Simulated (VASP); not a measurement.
A VASP calculation is set up with these files.

POSCAR:
```
InP
1.0
  0.0000000000   3.0056266409   3.0056266409
  3.0056266409   0.0000000000   3.0056266409
  3.0056266409   3.0056266409   0.0000000000
In P
1 1
Cart
  0.0000000000   0.0000000000   0.0000000000
  1.5028133205   1.5028133205   1.5028133205
```

**INCAR**
```
SYSTEM = InP
PREC = Accurate
ENCUT = 520
EDIFF = 1E-7
NELM = 100
ALGO = Normal
LREAL = .FALSE.
LASPH = .TRUE.
ISMEAR = 0
SIGMA = 0.05
GGA = CX
LUSE_VDW = .TRUE.
AGGAC = 0.0
LMAXMIX = 4
LWAVE = .FALSE.
LCHARG = .FALSE.
ISIF = 2
```

**KPOINTS**
```
Automatic
0
Gamma
8 8 8
0 0 0
```

POTCAR, in this order: In_d P (PBE.64 set). Program: vasp_std.

**Question.** Translate this vdW-DF-cx calculation to Quantum ESPRESSO's pw.x.

**Answer.** One equivalent input (not run):
```
&CONTROL
  calculation = 'scf'
  pseudo_dir = './pseudo'
  outdir = './out'
  tprnfor = .true.
  tstress = .true.
/
&SYSTEM
  ibrav = 0
  nat = 2
  ntyp = 2
  ecutwfc = 70
  occupations = 'smearing'
  smearing = 'gaussian'
  degauss = 0.003675
  input_dft = 'vdw-df-cx'
/
&ELECTRONS
  conv_thr = 7.3e-09
  electron_maxstep = 100
/
ATOMIC_SPECIES
  In 114.818 In.upf
  P 30.974 P.upf
CELL_PARAMETERS angstrom
     0.0000000    3.0056266    3.0056266
     3.0056266    0.0000000    3.0056266
     3.0056266    3.0056266    0.0000000
ATOMIC_POSITIONS crystal
  In   0.0000000  0.0000000  0.0000000
  P    0.2500000  0.2500000  0.2500000
K_POINTS automatic
  8 8 8 0 0 0
```
What does not carry over: the potentials are each code's own (VASP's PAW set, PseudoDojo norm-conserving files in pw.x), so ENCUT and ecutwfc are chosen apart and not converted; conv_thr bounds pw.x's estimated SCF error, while EDIFF bounds the energy change between steps.

The compound is InP in the zinc blende structure. This cell is one point of a volume scan, at 1.06 of the reference volume.
